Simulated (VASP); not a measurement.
```
CELL_PARAMETERS angstrom
      3.47775     0.00000     0.00000
      0.00000     3.47775     0.00000
      0.00000     0.00000     3.47775
ATOMIC_POSITIONS crystal
  Hg 0.00000 0.00000 0.00000
  Te 0.50000 0.50000 0.50000
```

All values below come from PBEsol GGA, VASP's PBE PAW potentials (set 64) (plane waves; VASP 6.6.1). Run with 500 eV cut-off, 11×11×11 Γ-centred mesh, first-order Methfessel-Paxton smearing of 0.10 eV, potentials Hg Te.

Unless said otherwise, spin-orbit coupling is left out, though it shifts the bands of the heavy elements here.

Task: Predict the energy per atom (σ→0), pressure, band gap (on the k-mesh) with the smallest direct gap where there is one.

Result: 
The band gap (on the k-mesh) is none (metal, semimetal or under 0.01 eV). The energy per atom (σ→0) is -1.618 eV/atom and the pressure is 19.96 GPa.

Total energies compare only between runs with the same potentials, cut-off and functional.

The structure was generated: HgTe was put into the CsCl type type (Pm-3m), which need not be its known phase. It was relaxed first under an external pressure of 20 GPa.
